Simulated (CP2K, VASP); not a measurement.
VASP ran on this input.

**INCAR**
```
SYSTEM = CaI2
PREC = Accurate
ENCUT = 300
EDIFF = 1E-6
NELM = 100
ALGO = Normal
LREAL = .FALSE.
LASPH = .TRUE.
ISMEAR = 0
SIGMA = 0.01
LMAXMIX = 4
LWAVE = .FALSE.
LCHARG = .FALSE.
ISIF = 2
```

File KPOINTS:
```
Automatic mesh
0
Gamma
5 5 3
0 0 0
```

### POSCAR
```
CaI2
1
    4.5289700000     0.0000000000     0.0000000000
   -2.2644850000     3.9222030000     0.0000000000
    0.0000000000     0.0000000000     7.2098300000
Ca I
1 2
Direct
  0.0000000000   0.0000000000   0.0000000000
  0.3333330000   0.6666670000   0.2443000000
  0.6666670000   0.3333330000   0.7557000000
```

POTCAR, in this order: Ca_sv I (LDA.64 set). Program: vasp_std.

### Question
Translate it to CP2K.

### Answer
One input that does it (LDA (Pade form), GPW, DZVP-MOLOPT-SR-GTH basis, GTH-PADE potentials (GTH_POTENTIALS)):
```
&GLOBAL
  PROJECT bulk
  RUN_TYPE ENERGY_FORCE
  PRINT_LEVEL LOW
&END GLOBAL
&FORCE_EVAL
  METHOD Quickstep
  STRESS_TENSOR ANALYTICAL
  &DFT
    BASIS_SET_FILE_NAME BASIS_MOLOPT
    POTENTIAL_FILE_NAME GTH_POTENTIALS
    &QS
      METHOD GPW
      EPS_DEFAULT 1E-10
    &END QS
    &MGRID
      CUTOFF 500
      REL_CUTOFF 60
      NGRIDS 5
    &END MGRID
    &SCF
      SCF_GUESS ATOMIC
      EPS_SCF 1E-6
      MAX_SCF 100
      ADDED_MOS 5
      &DIAGONALIZATION
        ALGORITHM STANDARD
      &END DIAGONALIZATION
      &MIXING
        METHOD BROYDEN_MIXING
        ALPHA 0.4
        NBUFFER 10
        BETA 1.5
      &END MIXING
    &END SCF
    &KPOINTS
      SCHEME MONKHORST-PACK 5 5 3
    &END KPOINTS
    &XC
      &XC_FUNCTIONAL PADE
      &END XC_FUNCTIONAL
    &END XC
    &PRINT
      &MO
        EIGENVALUES T
        OCCUPATION_NUMBERS T
        NDIGITS 8
        FILENAME mo
        &EACH
          QS_SCF 0
        &END EACH
        ADD_LAST NUMERIC
      &END MO
      &MULLIKEN OFF
      &END MULLIKEN
    &END PRINT
  &END DFT
  &SUBSYS
    &CELL
      A 4.52897000 0.00000000 0.00000000
      B -2.26448500 3.92220300 0.00000000
      C 0.00000000 0.00000000 7.20983000
      PERIODIC XYZ
    &END CELL
    &COORD
      SCALED
      Ca       0.00000000     0.00000000     0.00000000
      I        0.33333300     0.66666700     0.24430000
      I        0.66666700     0.33333300     0.75570000
    &END COORD
    &KIND Ca
      BASIS_SET DZVP-MOLOPT-SR-GTH-q10
      POTENTIAL GTH-PADE-q10
    &END KIND
    &KIND I
      BASIS_SET DZVP-MOLOPT-SR-GTH-q7
      POTENTIAL GTH-PADE-q7
    &END KIND
  &END SUBSYS
  &PRINT
    &FORCES ON
    &END FORCES
    &STRESS_TENSOR ON
    &END STRESS_TENSOR
  &END PRINT
&END FORCE_EVAL
```
The two runs describe the same crystal, functional and task. Each code takes its own potentials, basis and convergence tests.

Fixed occupations appear in VASP as a very narrow Gaussian smearing.

VASP's LDA is the Perdew-Zunger fit; the other code's may be Perdew-Wang, which differs slightly.

The structure comes from a computed database's CaI2 entry (P-3m1); how it stands against other phases isn't given here. The cell was not relaxed at this level, and it may have been scaled.
